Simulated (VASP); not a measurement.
An input for Ansatz (written as the equivalent of a VASP run, and not itself run):

Ansatz 0.2 input:
```yaml
crystal:
  lattice:
    - [3.5981783, -2.0296253, 0.0017461]
    - [3.5981783, 2.0296253, 0.0017461]
    - [-0.1217645, 0.0000000, 5.4062071]
  atoms:
    - { symbol: Te, position: [0.7194681, 0.2805319, 0.5000000] }
    - { symbol: Se, position: [0.0146638, 0.7341319, 0.8374394] }
    - { symbol: Se, position: [0.2658681, 0.9853362, 0.1625606] }
kpoints:
  mp_grid: { grid: [7, 7, 5] }
hamiltonian:
  xc: pbesol
  pseudopotentials: { kind: paw }
scf:
  occupations: { method: tetrahedron }
  max_iter: 100
output: { forces: true, stress: true, eigenvalues: true }
```

**Question.** Write the VASP files for the same calculation (PBEsol).

**Answer.** Several could match; the one computed here: 
File POSCAR:
```
TeSe2
1.0
  3.5981782518  -2.0296253215   0.0017461013
  3.5981782518   2.0296253215   0.0017461013
 -0.1217644708   0.0000000000   5.4062070729
Te Se
1 2
direct
  0.7194680727   0.2805319273   0.5000000000
  0.0146638206   0.7341318934   0.8374393522
  0.2658681066   0.9853361794   0.1625606478
```

**INCAR**
```
ALGO  =  Normal
EDIFF  =  1E-7
ENCUT  =  400
GGA  =  PS
ISIF  =  2
ISMEAR  =  -5
LASPH  =  .TRUE.
LCHARG  =  .TRUE.
LMAXMIX  =  4
LORBIT  =  11
LREAL  =  .FALSE.
LWAVE  =  .FALSE.
NEDOS  =  601
NELM  =  100
PREC  =  Accurate
SYSTEM  =  TeSe2
```

### KPOINTS
```
Automatic mesh
0
Gamma
7 7 5
0 0 0
```

POTCAR, in this order: Te Se (PBE.64 set). Program: vasp_std.

What does not carry over: each code has its own PAW files, so the cut-off isn't converted (ENCUT is set for VASP's; basis.ecutwfc is left out, and Ansatz then takes the one that its files recommend); Ansatz stops its SCF on the density residual and VASP on the energy change (EDIFF).

The structure comes from a computed database's TeSe2 entry (C2); how it stands against other phases isn't given here. It was relaxed first, which changed the volume by -15 %.
